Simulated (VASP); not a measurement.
Given:

```
CELL_PARAMETERS angstrom
      0.00000     1.95231     1.95231
      1.95231     0.00000     1.95231
      1.95231     1.95231     0.00000
ATOMIC_POSITIONS crystal
  Rh 0.00000 0.00000 0.00000
```

The numbers are results of PBE GGA, VASP's PBE PAW potentials (set 64) (plane waves; VASP), not measurements. Numerical set-up: 520 eV cut-off, 16×16×16 Γ-centred mesh, first-order Methfessel-Paxton smearing of 0.10 eV, potentials Rh_pv.

### Question
Give the stress tensor in GPa (positive for a compressed cell).

### Answer

```
-12.79    0.00    0.00
  0.00  -12.79    0.00
  0.00    0.00  -12.79
```
The pressure is its mean diagonal, -12.79 GPa.

The compound is Rh in the fcc structure. This cell is one point of a volume scan, at 1.06 of the reference volume.
